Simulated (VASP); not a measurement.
Consider the following.

```yaml
crystal:
  lattice:
    - [0.00000, 2.86243, 2.86243]
    - [2.86243, 0.00000, 2.86243]
    - [2.86243, 2.86243, 0.00000]
  atoms:
    - { symbol: Be, position: [0.00000, 0.00000, 0.00000] }
    - { symbol: Te, position: [0.25000, 0.25000, 0.25000] }
```

The numbers are results of HSE06 screened hybrid, VASP's PBE PAW potentials (set 64) (plane waves; VASP), not measurements. Run with 520 eV cut-off, 6×6×6 Γ-centred mesh, Gaussian smearing of 0.050 eV, potentials Be Te.

Unless said otherwise, spin-orbit coupling is left out, though it shifts the bands of the heavy elements here.

**Question.** What does the run give for the energy per atom (σ→0), pressure, band gap (on the k-mesh) with the smallest direct gap where there is one?

**Answer.** 
The band gap (on the k-mesh) is 2.78 eV, the smallest direct gap (on the k-mesh) is 4.25 eV and the energy per atom (σ→0) comes out as -4.375 eV/atom. The pressure is -2.87 GPa.

Only differences to runs with the same potentials and settings are physical.

The compound is BeTe in the zinc blende structure. This cell is one point of a volume scan, at 1.03 of the reference volume. The cell's shape comes from a PBE relaxation.
